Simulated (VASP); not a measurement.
Output of a VASP run:

File OSZICAR:
```
       N       E                     dE             d eps       ncg     rms          rms(c)
DAV:   1     0.452166514853E+03    0.45217E+03   -0.26798E+04  1960   0.180E+03
DAV:   2    -0.487231445546E+02   -0.50089E+03   -0.48917E+03  2336   0.501E+02
DAV:   3    -0.781028785075E+02   -0.29380E+02   -0.28821E+02  2416   0.112E+02
DAV:   4    -0.787223727569E+02   -0.61949E+00   -0.60579E+00  2440   0.151E+01
DAV:   5    -0.787401021358E+02   -0.17729E-01   -0.17555E-01  2464   0.181E+00    0.463E+01
DAV:   6    -0.692996907027E+02    0.94404E+01   -0.61103E+01  2464   0.436E+01    0.205E+01
DAV:   7    -0.688886978607E+02    0.41099E+00   -0.62550E+00  2472   0.166E+01    0.112E+01
DAV:   8    -0.687272506521E+02    0.16145E+00   -0.12311E+00  2476   0.582E+00    0.359E+00
DAV:   9    -0.687018667908E+02    0.25384E-01   -0.13509E-01  2508   0.281E+00    0.505E-01
DAV:  10    -0.687010806205E+02    0.78617E-03   -0.22865E-02  2436   0.850E-01    0.186E-01
DAV:  11    -0.687004532701E+02    0.62735E-03   -0.57400E-03  2440   0.460E-01    0.497E-02
DAV:  12    -0.687004324992E+02    0.20771E-04   -0.23458E-04  2424   0.108E-01    0.185E-02
DAV:  13    -0.687004322707E+02    0.22858E-06   -0.18577E-05  2456   0.259E-02    0.572E-03
DAV:  14    -0.687004323710E+02   -0.10035E-06   -0.23086E-06  1616   0.113E-02
   1 F= -.68700432E+02 E0= -.68700370E+02  d E =-.687004E+02
       N       E                     dE             d eps       ncg     rms          rms(c)
DAV:   1    -0.687013567193E+02   -0.92445E-03   -0.45451E-02  2040   0.162E+00    0.184E-01
DAV:   2    -0.687007541344E+02    0.60258E-03   -0.13233E-03  2424   0.271E-01    0.870E-02
DAV:   3    -0.687005343044E+02    0.21983E-03   -0.64473E-04  2380   0.162E-01    0.327E-02
DAV:   4    -0.687005340222E+02    0.28217E-06   -0.37997E-05  2472   0.410E-02    0.249E-02
DAV:   5    -0.687005350859E+02   -0.10637E-05   -0.30028E-06  1836   0.125E-02    0.665E-03
DAV:   6    -0.687005350099E+02    0.76039E-07   -0.16615E-06  1384   0.866E-03
   2 F= -.68700535E+02 E0= -.68700483E+02  d E =-.102639E-03
```

OUTCAR:
```
------------------------ aborting loop because EDIFF is reached ----------------------------------------
  FORCE on cell =-STRESS in cart. coord.  units (eV):
  Direction    XX          YY          ZZ          XY          YZ          ZX
  --------------------------------------------------------------------------------------
  Total        0.0694386      0.0694386     -0.0181351      0.0000000     -0.0000000      0.0000000
  in kB        1.6319784      1.6319785     -0.4262199      0.0000000     -0.0000000      0.0000000
  external PRESSURE =       0.9459123 kB  Pullay stress =       0.0000000 kB
  volume of cell :       68.17
      direct lattice vectors                 reciprocal lattice vectors
     5.194383303  0.000000000  0.000000000     0.192515635  0.111148950  0.000000000
    -2.597191652  4.498468027 -0.000000000     0.000000000  0.222297901  0.000000000
     0.000000000 -0.000000000  2.917417270     0.000000000  0.000000000  0.342768931
 POSITION                                       TOTAL-FORCE (eV/Angst)
 -----------------------------------------------------------------------------------
      0.00000     -0.00000      2.91742         0.000000      0.000000     -0.000000
     -0.00000      2.99898      1.45871        -0.000000      0.000000     -0.000000
      2.59719      1.49949      1.45871         0.000000     -0.000000      0.000000
      2.59719     -0.00000      2.91742         0.000000      0.000000     -0.000000
      1.29860      2.24923      2.91742         0.000000      0.000000     -0.000000
     -1.29860      2.24923      2.91742         0.000000      0.000000     -0.000000
 -----------------------------------------------------------------------------------
    total drift:                               -0.000000      0.000000      0.000000
  FREE ENERGIE OF THE ION-ELECTRON SYSTEM (eV)
  ---------------------------------------------------
  free  energy   TOTEN  =       -68.7005350099 eV

  energy  without entropy=      -68.7003802293  energy(sigma->0) =      -68.70048342

 reached required accuracy - stopping structural energy minimisation
```
(Selected blocks of OUTCAR.)

File POSCAR:
```
TaN
1
    5.1995782972    -0.0000000000     0.0000000000
   -2.5997891486     4.5029670240     0.0000000000
    0.0000000000    -0.0000000000     2.9147200044
Ta N
3 3
Direct
  0.0000000000   1.0000000000   0.0000000000
  0.3333330000   0.6666670000   0.5000000000
  0.6666670000   0.3333330000   0.5000000000
  0.5000000000   1.0000000000   0.0000000000
  0.5000000000   0.5000000000   0.0000000000
  0.0000000000   0.5000000000   0.0000000000
```

Problem. Write an INCAR and KPOINTS that could have produced this output.

Solution. Several could match; the one computed here: the input of the run itself, PBEsol GGA, plane waves, VASP's PBE PAW potentials (set 64).

INCAR:
```
! general
SYSTEM  = TaN
PREC    = Accurate
ENCUT   = 520
LREAL   = .FALSE.
LASPH   = .TRUE.

! electronic loop
EDIFF   = 1E-6
NELM    = 100
ALGO    = Normal
LMAXMIX = 6

! smearing
ISMEAR  = 1
SIGMA   = 0.1

! functional
GGA     = PS

! ions
IBRION  = 2
NSW     = 60
ISIF    = 3
EDIFFG  = -0.02

! output
LWAVE   = .FALSE.
LCHARG  = .FALSE.
```

KPOINTS:
```
Automatic mesh
0
Gamma
6 6 9
0 0 0
```

POTCAR, in this order: Ta_pv N (PBE.64 set). Program: vasp_std.

The structure comes from a measured TaN entry (P6/mmm) of the Crystallography Open Database, whose conditions weren't checked. This run relaxes it. Symmetry was kept, so distortions that lower it aren't found. The start is the result of an earlier pass.
